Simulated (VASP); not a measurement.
A calculation with VASP 6.6.1 of MgBe3 (native input, structure from a POSCAR):

Contents of INCAR:

```
SYSTEM = MgBe3
PREC = Accurate
ENCUT = 500
EDIFF = 1E-7
ISMEAR = 0
SIGMA = 0.05
LREAL = .FALSE.
LASPH = .TRUE.
NELM = 100
ALGO = Normal
ISIF = 2
LWAVE = .FALSE.
LCHARG = .FALSE.
GGA = PE
NBANDS = 18
```

Contents of KPOINTS:

```
regular mesh
0
G
  6 6 7
  0 0 0
```

File POSCAR:

```
MgBe3
1.0
    5.4676023335      0.0000000000      0.0000000000
   -2.7338011668      4.7350825186      0.0000000000
    0.0000000000      0.0000000000      3.6278910000
Mg Be
2 6
Cartesian
    2.7338011670      1.5783608394      0.9069727500
   -0.0000000003      3.1567216792      2.7209182500
    1.6541110411      4.1117231339      0.9069727500
    0.0000000000      1.2467187693      0.9069727500
   -1.6541110412      4.1117231339      0.9069727500
    4.3879122079      0.6233593847      2.7209182500
    2.7338011667      3.4883637493      2.7209182500
    1.0796901256      0.6233593847      2.7209182500
```

Potentials or basis: VASP PAW PBE potentials, release 64 (Mg, Be).

Launch:

```sh
$ cat potpaw_PBE.64/Mg/POTCAR potpaw_PBE.64/Be/POTCAR > POTCAR
$ mpirun -np 1 vasp_std > vasp.out
```

The cell comes from a database or a generator and needn't be the stable form of this composition.

Problem. Write the same calculation in another form: ASE script, Cartesian positions.

Solution. As run:

File run.py:

```python
from ase.calculators.vasp import Vasp
from ase.dft.bandgap import bandgap
from ase.io import read

atoms = read('MgBe3.xyz')
calc = Vasp(
    directory='calc',
    xc='pbe',
    pp='PBE',
    setups='minimal',
    prec='Accurate',
    encut=500,
    ediff=1e-06,
    ismear=0,
    sigma=0.05,
    lreal=False,
    lasph=True,
    nelm=100,
    algo='Normal',
    isif=2,
    lwave=False,
    lcharg=False,
    kpts=[6, 6, 7],
    gamma=True,
    nbands=18,
)
atoms.calc = calc

print('energy (eV):', atoms.get_potential_energy())
print('free energy (eV):', atoms.get_potential_energy(force_consistent=True))
print('forces (eV/A):')
print(atoms.get_forces())
print('stress (eV/A^3, Voigt):', atoms.get_stress())
print('Fermi level (eV):', calc.get_fermi_level())
gap, top, bottom = bandgap(calc)
print('band gap (eV):', gap, 'from (spin, k, band)', top, 'to', bottom)
```

File MgBe3.xyz:

```xyz
8
Lattice="5.4676023335 0.0000000000 0.0000000000 -2.7338011668 4.7350825186 0.0000000000 0.0000000000 0.0000000000 3.6278910000" Properties=species:S:1:pos:R:3 pbc="T T T"
Mg     2.7338011670      1.5783608394      0.9069727500
Mg    -0.0000000003      3.1567216792      2.7209182500
Be     1.6541110411      4.1117231339      0.9069727500
Be     0.0000000000      1.2467187693      0.9069727500
Be    -1.6541110412      4.1117231339      0.9069727500
Be     4.3879122079      0.6233593847      2.7209182500
Be     2.7338011667      3.4883637493      2.7209182500
Be     1.0796901256      0.6233593847      2.7209182500
```

Potentials or basis: VASP PAW PBE potentials, release 64 (Mg, Be).

Launch:

```sh
$ python run.py
```

Both were run:

|  | native input, structure from a POSCAR | ASE script, Cartesian positions |
| --- | --- | --- |
| Pressure | 0.1 GPa | 0.1 GPa |
| Largest force | 0.039 eV/Å | 0.039 eV/Å |
| Band gap on the k mesh | none (metal or under the smearing width) | none (metal or under the smearing width) |

Keys that steer only the numerical path or the files written may differ.
